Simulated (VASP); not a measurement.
An input for Ansatz (written as the equivalent of a VASP run, and not itself run):

Ansatz 0.2 input:
```yaml
crystal:
  lattice:
    - [-1.5785728, 1.5785728, 1.5785728]
    - [1.5785728, -1.5785728, 1.5785728]
    - [1.5785728, 1.5785728, -1.5785728]
  atoms:
    - { symbol: W, position: [0.0000000, 0.0000000, 0.0000000] }
kpoints:
  mp_grid: { grid: [18, 18, 18] }
hamiltonian:
  xc: pbesol
  pseudopotentials: { kind: paw }
scf:
  occupations: { method: tetrahedron }
  max_iter: 100
output: { forces: true, stress: true, eigenvalues: true }
```

Question: Translate this input to VASP (INCAR, KPOINTS, POSCAR, choice of POTCAR).

Answer: One answer among several that fit: 
### INCAR
```
ISMEAR = -5
ENCUT = 400
LCHARG = .TRUE.
LREAL = .FALSE.   ! projection in real space or not
ALGO = Normal   ! blocked Davidson
ISIF = 2   ! forces and stress, cell fixed
NELM = 100   ! most electronic steps
NEDOS = 601   ! DOS grid
EDIFF = 1E-7
PREC = Accurate
LORBIT = 11   ! lm-projected
GGA = PS
SYSTEM = W
LWAVE = .FALSE.
LMAXMIX = 6
LASPH = .TRUE.   ! aspherical one-centre terms
```

KPOINTS:
```
Automatic mesh
0
Gamma
18 18 18
0 0 0
```

POSCAR:
```
W
1
   -1.5785728218     1.5785728218     1.5785728218
    1.5785728218    -1.5785728218     1.5785728218
    1.5785728218     1.5785728218    -1.5785728218
W
1
Direct
  0.0000000000   0.0000000000   0.0000000000
```

POTCAR, in this order: W_sv (PBE.64 set). Program: vasp_std.

Limits of the translation: each code has its own PAW files, so the cut-off isn't converted (ENCUT is set for VASP's; basis.ecutwfc is left out, and Ansatz then takes the one that its files recommend); Ansatz stops its SCF on the density residual and VASP on the energy change (EDIFF).

The compound is W in the bcc structure. It was relaxed first.
